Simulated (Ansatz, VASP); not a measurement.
**Two plane-wave programs on Mg5ZrN2**

```xyz
8
Lattice="3.1739 0.0000 0.0000 -1.5869 2.7487 0.0000 0.0000 0.0000 15.7216" Properties=species:S:1:pos:R:3 pbc="T T T"
Mg    1.5869    0.9162    2.5236
Mg    1.5869    0.9162   13.1980
Mg    0.0000    0.0000   10.4843
Mg    1.5869    0.9162    7.8608
Mg    0.0000    0.0000    5.2373
Zr    0.0000    0.0000    0.0000
N     0.0000    1.8324    1.3885
N     0.0000    1.8324   14.3331
```

Alike in both runs: functional PBE; k mesh 6 × 6 × 2; occupations gaussian, width 0.2 eV; no spin polarisation.

Ansatz relaxed the structure, and its values are those at the end. VASP's run is a single point on that final structure, the one shown.

|  | VASP | Ansatz |
| --- | --- | --- |
| version | VASP 6.6.1 | Ansatz 0.2.0 |
| potentials or method | VASP PAW PBE potentials, release 64 (Mg, Zr_sv, N) | scalar-relativistic, plane waves, PAW |
| plane-wave cutoff (eV) | 520 | 420 |
| valence electrons in the cell | 32 | 72 |

```csv
,VASP,Ansatz,Ansatz less VASP
gap on the k mesh at the Fermi level (eV),none,none,-
pressure (GPa),0.2,0.3,+0.14
rms of the force components (eV/Å),0.024,0.023,-0.0004
```

A gap of «none» marks a metal or a gap that the smearing closes. With one functional, cell and mesh, what is left measures potentials, basis and numerics. The two sets of potentials don't hold the same shells in valence.

Caveats: the k mesh is coarse (spacing up to 0.38 Å⁻¹), so the values aren't converged.
